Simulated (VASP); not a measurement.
Here is the system:

```
K
1.0
   -2.64000     2.64000     2.64000
    2.64000    -2.64000     2.64000
    2.64000     2.64000    -2.64000
K
1
Direct
  0.00000   0.00000   0.00000
```

Method: r2SCAN meta-GGA, VASP's PBE PAW potentials (set 64) (plane waves; VASP 6.6.1). Run with 480 eV cut-off, 9×9×9 Γ-centred mesh, first-order Methfessel-Paxton smearing of 0.10 eV, potentials K_sv.

Energy and stress use the plane-wave basis of the starting cell.

**Question.** The ions, cell shape and volume are relaxed. Predict the relaxed structure.

**Answer.** 
```
K
1.0
   -2.66643     2.66643     2.66643
    2.66643    -2.66643     2.66643
    2.66643     2.66643    -2.66643
K
1
Cartesian
  0.00000   0.00000   0.00000
```
Space group Im-3m (229), at a tolerance of 0.03 Å.

**Question.** How do energy and volume change from the first to the last step?

**Answer.** The energy (σ→0) changes by -0.9 meV/atom and the volume by +3.0 %, in 3 ionic steps.

The compound is K in the bcc structure. This run relaxes it. Symmetry was kept, so distortions that lower it aren't found.
